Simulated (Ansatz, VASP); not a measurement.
# Co in two plane-wave programs

Aim: how closely do two programs agree when they are given the same cell, functional and k mesh? The two relaxations start from unlike cells of this crystal (the structure described is Ansatz's start), so only their ends are compared.

Calculated with Ansatz 0.2.0; plane waves, with VASP 6.6.1 beside it; relaxation of cell and atoms at BLYP.

## (1) The structure

It takes space group P6_3/mmc (No. 194, hexagonal). The conventional cell has a = 2.507 Å, b = 2.507 Å, c = 4.070 Å, α = 90.00°, β = 90.00°, γ = 120.00°. Nearest to Co lie 12 Co at 2.50 to 2.51 Å.

## (2) Ansatz: relaxation of cell and atoms, BLYP

Ansatz runs on its default PAW (the set named soft_2) files.

The relaxed volume is the usual yardstick between codes: in a stiff, nearly cubic crystal its relative difference is about their pressure difference at one cell divided by the bulk modulus.

File input.yaml:

```yaml
crystal:
  lattice:
    - [2.5074, 0.0, 0.0]
    - [-1.2537, 2.1714720974, 0.0]
    - [0.0, 0.0, 4.0699]
  atoms:
    - { symbol: Co, position: [0.3333333333, 0.6666666667, 0.25], spin: 2.0 }
    - { symbol: Co, position: [0.6666666667, 0.3333333333, 0.75], spin: 2.0 }
kpoints:
  mp_grid: { grid: [18, 18, 10] }
hamiltonian:
  xc: blyp
scf:
  occupations: { method: gaussian, width: 0.1 }
output:
  forces: true
  stress: true
  eigenvalues: true
  populations: true
basis:
  ecutwfc: 420.0
magnetization:
  spin_polarized: true
relax:
  adjacent_minimum: "off"
  f_tol: 0.01
  max_steps: 50
  cell: { stress_tol: 0.05 }
```

The run is started by

```console
ansatz run input.yaml --threads 4 --pin off --max-ram 16384MiB --backend cpu --events-out ev --progress --plain --runs-dir out
```

Numbers of over 12 decimals in the logs are rounded to 6 here.

Log:

```text
The last accepted step is kept in <dir> (removed where the run ends without a failure and the disk answers)
Engine: ansatz 0.2.0, aarch64-unknown-linux-gnu
Pseudopotentials: kind: paw
Pseudopotential: Co, paw, valence charge 17, recommended cutoff 420 eV (normal), Co.paw.azcp
Functional definition: BLYP
  parameter beta = 0.0042
  parameter a = 0.04918
  parameter b = 0.132
  parameter c = 0.2533
  parameter d = 0.349
  exchange = b88_x(beta = beta)
  correlation = lyp_c(a = a, b = b, c = c, d = d)
Crystal: 2 atoms, lattice volume = 22.160 Å³
Basis set: ecut = 420 eV, 415 PW (Γ), exchange–correlation on 36×36×60 points (8 copies of the dense FFT grid, shifted against one another)
Bands: 23, of which v1, the nominal top of the filled ones, is band 17 counted from 1 (16 counted from 0)
Symmetry: 24 space group operations
Space group: P63/mmc (ITA 194), of the structure as read, at distance tolerance 2.8e-5 Å
Magnetic group: BNS 194.263 (UNI 1493), of the structure as read, at distance tolerance 2.8e-5 Å
k-points: 222 of 3240
Non-local potential: Co, projectors of the file, l = 0: 3, l = 1: 2, l = 2: 3, l = 3: 1
PAW form: soft (Blöchl's): semilocal exchange-correlation on the pseudo side does not see the compensation charge
PAW frozen core: Co, regenerated for the run's functional, and the local potential with it (the file was generated under x = pbe(κ = 0.804, μ = 0.219515), c = pbe(β = 0.066725))
PAW one-centre angular grid: Co, 590 points (default); XC on 64 Gauss nodes
Initial density: superposition of atomic densities (chi_scale 0.1, normalization cell)
Starting moments: Σ|m| = 4 μB on 2 of 2 sites
Initial wavefunctions: pseudopotential atomic-orbital guess
Functional: x = b88, c = lyp
SCF iter   1: F=—  HF=-10267.256081 eV  |F-HF|=—  |Δ(HF+E_count)|=         —  Δρ=7.47e-2 (↑3.15e-2 ↓7.47e-2)  dr2=1.36e0  dr2_m=1.18e-1  M=3.578 μB ∫|m|=3.759 μB  β_m=0.30  ethr=3.10e-3  ⟨swp⟩=5.1  Hψ=37676  notcnv=0
Mixer restart at iter 1: flushing history
preconditioner: auto → none  [metal: Δε(μ)=0.003 eV  Ē_g=9.027 eV  σ=0.100 eV  W_gap=0.02  n_scr=8 (ndim 8)  ℏωp=33.5 eV  f_vac=0.000  D(μ)=1.80/eV (n_scr^D=22)  sad-step TF]
SCF iter   2: F=—  HF=-10267.005379 eV  |F-HF|=—  |Δ(HF+E_count)|=   2.51e-1  Δρ=2.64e-2 (↑1.34e-2 ↓2.64e-2)  dr2=5.75e-2  dr2_m=7.19e-2  M=3.544 μB ∫|m|=3.759 μB  β_m=0.35  ethr=3.10e-3  ⟨swp⟩=2.5  Hψ=17859  notcnv=0  defer=598
SCF iter   3: F=—  HF=-10267.676902 eV  |F-HF|=—  |Δ(HF+E_count)|=         —  Δρ=1.38e-2 (↑9.94e-3 ↓1.38e-2)  dr2=2.06e-2  dr2_m=1.88e-2  M=3.338 μB ∫|m|=3.581 μB  β_m=0.35  ethr=1.69e-4  ⟨swp⟩=2.2  Hψ=15105  notcnv=0  defer=600
Mixer restart at iter 3: flushing history
SCF iter   4: F=—  HF=-10268.067169 eV  |F-HF|=—  |Δ(HF+E_count)|=   3.90e-1  Δρ=1.22e-2 (↑7.23e-3 ↓1.22e-2)  dr2=1.20e-2  dr2_m=1.59e-2  M=3.282 μB ∫|m|=3.544 μB  β_m=0.67  ethr=6.07e-5  ⟨swp⟩=2.3  Hψ=17650  notcnv=0  defer=600
SCF iter   5: F=—  HF=-10268.474967 eV  |F-HF|=—  |Δ(HF+E_count)|=   4.08e-1  Δρ=8.55e-3 (↑3.30e-3 ↓8.55e-3)  dr2=1.71e-2  dr2_m=2.99e-3  M=3.206 μB ∫|m|=3.503 μB  β_m=0.84  ethr=3.53e-5  ⟨swp⟩=2.0  Hψ=21091  notcnv=0  defer=572
SCF iter   6: F=—  HF=-10268.531685 eV  |F-HF|=—  |Δ(HF+E_count)|=   5.67e-2  Δρ=1.06e-2 (↑1.06e-2 ↓9.28e-3)  dr2=4.40e-2  dr2_m=9.97e-5  M=3.187 μB ∫|m|=3.492 μB  β_m=0.62  ethr=3.53e-5  ⟨swp⟩=2.0  Hψ=20674  notcnv=0  defer=556
SCF iter   7: F=—  HF=-10268.517028 eV  |F-HF|=—  |Δ(HF+E_count)|=   1.47e-2  Δρ=2.01e-3 (↑7.76e-4 ↓2.01e-3)  dr2=9.91e-4  dr2_m=1.11e-4  M=3.190 μB ∫|m|=3.493 μB  β_m=0.57  ethr=3.53e-5  ⟨swp⟩=2.0  Hψ=22461  notcnv=0  defer=570
SCF iter   8: F=—  HF=-10268.518383 eV  |F-HF|=—  |Δ(HF+E_count)|=   1.35e-3  Δρ=3.86e-4 (↑8.96e-5 ↓3.86e-4)  dr2=1.85e-5  dr2_m=9.83e-6  M=3.187 μB ∫|m|=3.491 μB  β_m=0.78  ethr=2.91e-6  ⟨swp⟩=2.0  Hψ=14144  notcnv=0  defer=571
SCF iter   9: F=—  HF=-10268.518444 eV  |F-HF|=—  |Δ(HF+E_count)|=   6.18e-5  Δρ=1.28e-4 (↑3.37e-5 ↓1.28e-4)  dr2=2.20e-6  dr2_m=1.11e-6  M=3.187 μB ∫|m|=3.489 μB  β_m=0.89  ethr=5.43e-8  ⟨swp⟩=2.0  Hψ=17748  notcnv=0  defer=571
SCF iter  10: F=—  HF=-10268.518446 eV  |F-HF|=—  |Δ(HF+E_count)|=   1.33e-6  Δρ=5.48e-5 (↑3.73e-5 ↓5.48e-5)  dr2=1.20e-6  dr2_m=2.12e-8  M=3.186 μB ∫|m|=3.489 μB  β_m=0.89  ethr=6.48e-9  ⟨swp⟩=2.4  Hψ=17611  notcnv=0  defer=571
SCF iter  11: F=—  HF=-10268.518446 eV  |F-HF|=—  |Δ(HF+E_count)|=   4.07e-7  Δρ=2.37e-5 (↑1.51e-5 ↓2.37e-5)  dr2=1.99e-7  dr2_m=4.66e-9  M=3.186 μB ∫|m|=3.489 μB  β_m=0.95  ethr=3.52e-9  ⟨swp⟩=2.1  Hψ=12854  notcnv=0  defer=571
SCF iter  12: F=—  HF=-10268.518446 eV  |F-HF|=—  |Δ(HF+E_count)|=   1.37e-8  Δρ=2.17e-6 (↑5.57e-7 ↓2.17e-6)  dr2=8.55e-10  dr2_m=1.81e-10  M=3.186 μB ∫|m|=3.489 μB  β_m=0.82  ethr=5.85e-10  ⟨swp⟩=2.0  Hψ=13822  notcnv=0  defer=571
[...]
SCF iter   8: F=—  HF=-10268.525784 eV  |F-HF|=—  |Δ(HF+E_count)|=  1.78e-10  Δρ=1.40e-7 (↑1.14e-7 ↓1.40e-7)  dr2=8.31e-12  dr2_m=2.08e-13  M=3.201 μB ∫|m|=3.516 μB  β_m=0.95  ethr=1.00e-12  ⟨swp⟩=2.1  Hψ=12879  notcnv=0
SCF iter   9: F=-10268.525784 eV  HF=-10268.525784 eV  |F-HF|=5.46e-12  |Δ(HF+E_count)|=  2.18e-11  Δρ=9.35e-9 (↑9.35e-9 ↓8.07e-9)  dr2=1.43e-14  dr2_m=3.00e-15  M=3.201 μB ∫|m|=3.516 μB  ethr=1.00e-12  ⟨swp⟩=4.0  Hψ=41400  notcnv=0
SCF 5 converged in 9 iterations: F = -10268.525784 eV  dr2 = 1.43e-14
relax step   5: F+E_penalty+E_count = -10268.52578425 eV  Δ(F+E_penalty+E_count) = -7.963e-4 eV  max|allowed force component| = 3.701e-17 eV/Å  Δτ_max = 0.0000 Å  P = +0.091 GPa  Ω = 22.657 Å³  stress off target by 1.03e-1 GPa  SCF on the basis re-selected at this cell (its energy is not comparable with the rows above)  (9 SCF iters)
[...]
relax step   6: F+E_penalty+E_count = -10268.52577390 eV  Δ(F+E_penalty+E_count) = +1.035e-5 eV  max|allowed force component| = 3.238e-17 eV/Å  Δτ_max = 0.0000 Å  P = +0.005 GPa  Ω = 22.667 Å³  energy of the carried Pulay correction = -1.357e-5 eV  (6 SCF iters, dr2 threshold 2.64e-8 eV, accepted)
[...]
relax step   7: F+E_penalty+E_count = -10268.52579003 eV  Δ(F+E_penalty+E_count) = -1.613e-5 eV  max|allowed force component| = 9.252e-18 eV/Å  Δτ_max = 0.0000 Å  P = +0.005 GPa  Ω = 22.667 Å³  stress off target by 8.16e-3 GPa  SCF on the basis re-selected at this cell (its energy is not comparable with the rows above)  (6 SCF iters)
basis re-selected at this cell: Δ(F+E_penalty+E_count) = -1.613e-5 eV, ΔP = +0.000 GPa vs the last step (what re-selecting the basis moved, of the pressure what is left beyond the Pulay correction that the steps carried, after the strain that the cell walked since its last selection, with what the two solves' SCF thresholds leave and, on support functions, any second-order correction that the steps lacked; it is no m [...]
SCF converged after 6 iterations
Magnetization: 3.2009 μB (18.6004 up, 15.3996 down)
Absolute magnetization: 3.5171 μB (∫|ρ↑−ρ↓|, with the PAW one-centre terms)
Spin contamination: 0.0553 ħ² per cell (⟨S²⟩ above its minimum at these occupations)
Per-site moments (μB) at R_I (Å): [(1.672773, 1.036686), (1.672773, 1.036686)]
Free energy (F): -10268.525790 eV
Harris-Foulkes:  -10268.525790 eV  (|F-HF|=5.46e-12)
Internal energy: -10268.516756 eV  (E = F + TS)
E sigma→0 (E₀):  -10268.521273 eV
Entropy (-TS):   -0.009034 eV (-4.517 meV/atom)
Fermi energy:    18.169368 eV
--- Per-component energies (eV) ---
  E_band       = -500.495446
  E_kinetic    = 906.479623
  E_local      = -5798.758983  (includes V_loc(G=0)·N_el)
  E_nonlocal   = 908.177204
  E_hartree    = 2433.382936
  E_xc         = -314.096837
  E_vxc        = -403.927247  (∫ρ·V_xc dr)
  E_paw        = -3053.027005  (= ΣΔE_a)
  E_vpaw       = -979.231739  (= ΣTr[D̂ρ^β])
  E_aug_tail   = 0.000137  (compensation charges beyond the density's cutoff)
  E_ewald      = -5350.688011
  E_core_change = 0.014181  (= ΣΔE_core)
  E_smearing   = -0.009034  (= −TS)
  E_closure    = -0.000000  (closes the sum)
  Σ components = -10268.525790   (vs F -10268.525790, Δ=0.00e0)
--- Forces (eV/Å), atoms counted from 1 ---
  atom   1  Co     0.00000000     0.00000000     0.00000000
  atom   2  Co     0.00000000    -0.00000000     0.00000000
  max |Σ_I F_I| component: 9.25e-18 eV/Å
--- Stress (GPa, compression-positive) ---
        0.003465       0.000000       0.000000
        0.000000       0.003465       0.000000
        0.000000       0.000000       0.008156
  P = ⅓ Tr σ = 0.0050 GPa (0.050 kbar)
--- Band table (eV; the first three rows and the last of 444) ---
  k-point 0 ↑: bands = [... 13 lower, 15.9495, 15.9495, 16.2727, 16.2727, 17.3220, 17.3220, 18.2594, 24.1455, ... 2 higher]
  k-point 1 ↑: bands = [... 13 lower, 15.9233, 15.9233, 16.3343, 16.3343, 17.3169, 17.3169, 17.8279, 24.7708, ... 2 higher]
  k-point 2 ↑: bands = [... 13 lower, 15.8536, 15.8536, 16.4837, 16.4837, 16.9273, 17.2955, 17.2955, 26.2775, ... 2 higher]
  k-point 221 ↓: bands = [... 13 lower, 16.5617, 17.9931, 17.9931, 19.1892, 19.1892, 24.3358, 24.3358, 26.0511, ... 2 higher]
--- Relaxed structure (5 steps of the walk, 5 accepted, 2 SCFs on fresh bases) ---
  F+E_penalty+E_count = -10268.52579003 eV   max|allowed force component| = 9.252e-18 eV/Å   (the final SCF, on the basis selected at the relaxed cell)
  cell:  # Å, volume = 22.6670 Å³
    - [2.529524, 0.0, 0.0]
    - [-1.264762, 2.190632, 0.0]
    - [0.0, 0.0, 4.090590]
  atoms:
    - { symbol: Co, position: [0.333333, 0.666667, 0.25] }
    - { symbol: Co, position: [0.666667, 0.333333, 0.75] }
--- Löwdin populations: 2 sites ---
  site symbol       q [e]    m [muB]
     0     Co     16.7988     1.6620
     1     Co     16.7988     1.6620
  spilling = 0.011835 (of n_electrons = 34.000000)
```

(Part 1 of 2 ends here.)

[Lines on the potential files, build, host, timing and source positions are cut from VASP's logs without a mark.]

[Logs are printed without paths, hosts, clocks, repeated set-up lines and the standing remarks that a program may print on its own settings, such as how far it seeks lower states.]

[Hosts, paths, dates, database ids (printed as entryN), source tags and the programs' standing remarks are cut or masked in the printed files.]
